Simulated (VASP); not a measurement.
Wanted: an ASE script for a VASP 6.6.1 run.

| Quantity | Value |
| --- | --- |
| Task | density of states |
| Functional | PBE |
| Potentials or basis | VASP PAW PBE potentials, release 64 (Pt, K_sv) |
| Cutoff | 520 eV |
| k mesh | 7 × 7 × 4 |
| Occupations | methfessel-paxton, width 0.2 eV |
| Spin | spin-orbit coupling, no magnetisation |
| Hubbard terms | Pt d U = 2 eV |
| Further INCAR settings | ALGO = Normal; EDIFF = 1.00e-07; NBANDS = 31 |

The structure of KPt lies in KPt.cif:

```cif
data_KPt
_cell_length_a 2.96029032
_cell_length_b 2.96029032
_cell_length_c 5.27333160
_cell_angle_alpha 90.00000000
_cell_angle_beta 90.00000000
_cell_angle_gamma 120.00000000
_space_group_name_H-M_alt 'P1'
_space_group_name_Hall 'P 1'
_space_group_IT_number 1
loop_
_space_group_symop_operation_xyz
'x,y,z'
loop_
_atom_site_label
_atom_site_type_symbol
_atom_site_symmetry_multiplicity
_atom_site_Wyckoff_symbol
_atom_site_fract_x
_atom_site_fract_y
_atom_site_fract_z
_atom_site_occupancy
Pt1 Pt 1 a 0.6666666667 0.3333333333 0.0000000000 1
K1 K 1 a 0.0000000000 0.0000000000 0.5000000000 1
```

The cell comes from a database or a generator and needn't be the stable form of this composition.

The cell isn't the ideal one: volume scaled by 0.96.

One way to write it, as run:

run.py

```python
from ase.calculators.vasp import Vasp
from ase.dft.dos import DOS
from ase.io import read

atoms = read('KPt.cif')
calc = Vasp(
    directory='calc',
    xc='pbe',
    pp='PBE',
    setups='materialsproject',
    prec='Accurate',
    encut=520,
    ediff=1e-07,
    ismear=1,
    sigma=0.2,
    lreal=False,
    lasph=True,
    nelm=80,
    algo='Normal',
    isif=2,
    lwave=False,
    lcharg=False,
    lnoncollinear=True,
    lorbit=11,
    lsorbit=True,
    gga_compat=False,
    lmaxmix=4,
    ldautype=2,
    ldauprint=1,
    ldau_luj={'Pt': {'L': 2, 'U': 2, 'J': 0}},
    kpts=[7, 7, 4],
    gamma=True,
    nbands=31,
)
atoms.calc = calc

print('energy (eV):', atoms.get_potential_energy())
print('free energy (eV):', atoms.get_potential_energy(force_consistent=True))
print('forces (eV/A):')
print(atoms.get_forces())
print('stress (eV/A^3, Voigt):', atoms.get_stress())
print('Fermi level (eV):', calc.get_fermi_level())
dos = DOS(calc, width=0.05, window=(-10, 10), npts=301)
print('E - E_F (eV), DOS (1/eV)')
for e, g in zip(dos.get_energies(), dos.get_dos()):
    print(f'{e:8.3f} {g:10.4f}')
```

Potentials or basis: VASP PAW PBE potentials, release 64 (Pt, K_sv).

Launch:

```bash
$ python run.py
```

Results of the run:

The pressure is 2.5 GPa. The valence electrons inside the program's atomic spheres are Pt 9.19; K 7.67.

Caveat: the U is typed as a test and isn't derived for this compound.

Wall time 3.9 min on 1 thread of Intel(R) Xeon(R) Platinum 8559C (Emerald Rapids), on a shared host, peak memory 0.5 GiB.
